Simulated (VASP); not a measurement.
MgO (rock salt) relaxed at rising pressure, in one space group throughout; other phases were not tried. The pressures are those reached. Calculation: LDA (Ceperley-Alder, Perdew-Zunger), VASP's LDA PAW potentials (set 64) (plane waves; VASP).

| P (GPa) | V (Å³/atom) | k-mesh |
|---|---|---|
| -0.26 | 8.906 | 11×11×11 |
| 5.05 | 8.660 | 11×11×11 |
| 10.05 | 8.456 | 11×11×11 |
| 20.01 | 8.111 | 11×11×11 |
| 29.99 | 7.824 | 11×11×11 |

A change of mesh leaves a small step in the series.

Fit an equation of state and predict the volume at 44.82 GPa.

Least squares on the third-order Birch-Murnaghan form, P = (3B0/2)(y⁷ − y⁵)[1 + (3/4)(B′ − 4)(y² − 1)] with y = (V0/V)^(1/3), gives V0 = 8.893 Å³/atom, B0 = 180 GPa and B′ = 4.1, and so 7.472 Å³/atom. The run gave 7.473 Å³/atom, +0.0 % from the fit.

Pressures at which the relaxation failed are left out.

The compound is MgO in the rock salt structure.
